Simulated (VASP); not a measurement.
Output of a VASP run:

OUTCAR:
```
 ion  position               nearest neighbor table
   1  0.000  0.000  0.000-   2 2.66   2 2.66   2 2.66   2 2.66
   2  0.250  0.250  0.250-   1 2.66   1 2.66   1 2.66   1 2.66
  LATTYP: Found a face centered cubic cell.
 ALAT       =     6.1343573614
 Subroutine PRICEL returns:
 Original cell was already a primitive cell.
 Subroutine GETGRP returns: Found 24 space group operations
The static configuration has the point symmetry T_d .
The dynamic configuration has the point symmetry T_d .
 Subroutine INISYM returns: Found 24 space group operations
 Subroutine IBZKPT returns following result:
 Found     35 irreducible k-points:

 Following reciprocal coordinates:
            Coordinates               Weight
  0.000000  0.000000  0.000000      1.000000
  0.111111  0.000000  0.000000      8.000000
  0.222222  0.000000  0.000000      8.000000
  0.333333  0.000000  0.000000      8.000000
  0.444444  0.000000  0.000000      8.000000
  0.111111  0.111111  0.000000      6.000000
  0.222222  0.111111  0.000000     24.000000
  0.333333  0.111111  0.000000     24.000000
  0.444444  0.111111  0.000000     24.000000
 -0.444444  0.111111  0.000000     24.000000
 -0.333333  0.111111  0.000000     24.000000
 -0.222222  0.111111  0.000000     24.000000
 -0.111111  0.111111  0.000000     12.000000
  0.222222  0.222222  0.000000      6.000000
  0.333333  0.222222  0.000000     24.000000
  0.444444  0.222222  0.000000     24.000000
 -0.444444  0.222222  0.000000     24.000000
 -0.333333  0.222222  0.000000     24.000000
 -0.222222  0.222222  0.000000     12.000000
  0.333333  0.333333  0.000000      6.000000
  0.444444  0.333333  0.000000     24.000000
 -0.444444  0.333333  0.000000     24.000000
 -0.333333  0.333333  0.000000     12.000000
  0.444444  0.444444  0.000000      6.000000
 -0.444444  0.444444  0.000000     12.000000
  0.333333  0.222222  0.111111     24.000000
  0.444444  0.222222  0.111111     48.000000
 -0.444444  0.222222  0.111111     48.000000
  0.444444  0.333333  0.111111     24.000000
 -0.444444  0.333333  0.111111     48.000000
 -0.333333  0.333333  0.111111     48.000000
 -0.222222  0.333333  0.111111     24.000000
 -0.444444  0.444444  0.111111     24.000000
 -0.333333  0.444444  0.111111     24.000000
 -0.333333  0.444444  0.222222     24.000000
   k-points           NKPTS =     35   k-points in BZ     NKDIM =     35   number of bands    NBANDS=     13
   number of dos      NEDOS =    301   number of ions     NIONS =      2
   total plane-waves  NPLWV =  32768
   dimension x,y,z NGX =    32 NGY =   32 NGZ =   32
   dimension x,y,z NGXF=    64 NGYF=   64 NGZF=   64
   ions per type =               1   1
   PREC   = accura    normal or accurate (medium, high low for compatibility)
   ISTART =      0    job   : 0-new  1-cont  2-samecut
   ICHARG =      2    charge: 1-file 2-atom 10-const
   ISPIN  =      1    spin polarized calculation?
   LNONCOLLINEAR =      F non collinear calculations
   LSORBIT =      F    spin-orbit coupling
   INIWAV =      1    electr: 0-lowe 1-rand  2-diag
   ENCUT  =  520.0 eV  38.22 Ry    6.18 a.u.   8.07  8.07  8.07*2*pi/ulx,y,z
   NELM   =    100;   NELMIN=  2; NELMDL= -5     # of ELM steps
   EDIFF  = 0.1E-05   stopping-criterion for ELM
   LREAL  =      F    real-space projection
   NLSPLINE    = F    spline interpolate recip. space projectors
   LMAXMIX     =    4 max onsite mixed and CHGCAR
   VOSKOWN=      0    Vosko Wilk Nusair interpolation
   EDIFFG = -.1E-01   stopping-criterion for IOM
   NSW    =     60    number of steps for IOM
   NBLOCK =      1;   KBLOCK =     60    inner block; outer block
   IBRION =      2    ionic relax: 0-MD 1-quasi-New 2-CG
   NFREE  =      1    steps in history (QN), initial steepest desc. (CG)
   ISIF   =      3    stress and relaxation
   ISYM   =      2    0-nonsym 1-usesym 2-fastsym
   TEIN   =    0.0    initial temperature
   TEBEG  =    0.0;   TEEND  =   0.0 temperature during run
...
```

OSZICAR:
```
       N       E                     dE             d eps       ncg     rms          rms(c)
DAV:   1     0.821774812711E+02    0.82177E+02   -0.87906E+03   926   0.173E+03
DAV:   2     0.357271892686E+01   -0.78605E+02   -0.76525E+02  1020   0.315E+02
DAV:   3    -0.220336435879E+01   -0.57761E+01   -0.57408E+01  1120   0.736E+01
DAV:   4    -0.230687921226E+01   -0.10351E+00   -0.10348E+00  1049   0.111E+01
DAV:   5    -0.230956392206E+01   -0.26847E-02   -0.26847E-02  1173   0.158E+00    0.298E+00
DAV:   6    -0.225391294070E+01    0.55651E-01   -0.76390E-02  1170   0.517E+00    0.178E+00
DAV:   7    -0.223530897300E+01    0.18604E-01   -0.50693E-02  1091   0.228E+00    0.308E-01
DAV:   8    -0.223607918869E+01   -0.77022E-03   -0.45461E-03  1107   0.985E-01    0.807E-02
DAV:   9    -0.223648730003E+01   -0.40811E-03   -0.55553E-04   975   0.197E-01    0.302E-02
DAV:  10    -0.223652383335E+01   -0.36533E-04   -0.44013E-05  1111   0.465E-02    0.757E-03
DAV:  11    -0.223653674946E+01   -0.12916E-04   -0.17743E-05   943   0.318E-02    0.447E-03
DAV:  12    -0.223653764279E+01   -0.89334E-06   -0.16563E-06  1020   0.113E-02
   1 F= -.22365376E+01 E0= -.22365240E+01  d E =-.223654E+01
```

### OUTCAR
```
------------------------ aborting loop because EDIFF is reached ----------------------------------------
  FORCE on cell =-STRESS in cart. coord.  units (eV):
  Direction    XX          YY          ZZ          XY          YZ          ZX
  --------------------------------------------------------------------------------------
  Total       -0.0193392     -0.0193392     -0.0193392      0.0000000      0.0000000      0.0000000
  in kB       -0.5369114     -0.5369114     -0.5369114      0.0000000      0.0000000      0.0000000
  external PRESSURE =      -0.5369114 kB  Pullay stress =       0.0000000 kB
  volume of cell :       57.71
      direct lattice vectors                 reciprocal lattice vectors
     0.000000000  3.067178681  3.067178681    -0.163016261  0.163016261  0.163016261
     3.067178681  0.000000000  3.067178681     0.163016261 -0.163016261  0.163016261
     3.067178681  3.067178681  0.000000000     0.163016261  0.163016261 -0.163016261
  FREE ENERGIE OF THE ION-ELECTRON SYSTEM (eV)
  ---------------------------------------------------
  free  energy   TOTEN  =        -2.2365376428 eV

  energy  without entropy=       -2.2364965989  energy(sigma->0) =       -2.23652396

 reached required accuracy - stopping structural energy minimisation
```
(Selected blocks of OUTCAR.)

POSCAR:
```
GaSb
1
    0.0000000000     3.0671786807     3.0671786807
    3.0671786807     0.0000000000     3.0671786807
    3.0671786807     3.0671786807    -0.0000000000
Ga Sb
1 1
Direct
  0.0000000000   0.0000000000   0.0000000000
  0.2500000000   0.2500000000   0.2500000000
```

### Question
Write an INCAR and KPOINTS that could have produced this output.

### Answer
Several could match; the one computed here: the input of the run itself, vdW-DF-cx, plane waves, VASP's PBE PAW potentials (set 64).

KPOINTS:
```
kpoints
0
gamma
9 9 9
0 0 0
```

**INCAR**
```
# general
SYSTEM   = GaSb
PREC     = Accurate
ENCUT    = 520   # plane-wave cut-off (eV)
LREAL    = .FALSE.
LASPH    = .TRUE.   # aspherical one-centre terms

# electronic loop
EDIFF    = 1E-6   # SCF stop (eV)
NELM     = 100
ALGO     = Normal   # blocked Davidson
LMAXMIX  = 4

# smearing
ISMEAR   = 1   # Methfessel-Paxton
SIGMA    = 0.1

# functional
GGA      = CX
LUSE_VDW = .TRUE.
AGGAC    = 0.0

# ions
IBRION   = 2
NSW      = 60
ISIF     = 3   # ions, shape and volume
EDIFFG   = -0.01   # ionic stop

# output
LWAVE    = .FALSE.
LCHARG   = .FALSE.
```

POTCAR, in this order: Ga_d Sb (PBE.64 set). Program: vasp_std.

The compound is GaSb in the zinc blende structure. It was relaxed first. The start is the result of an earlier pass.
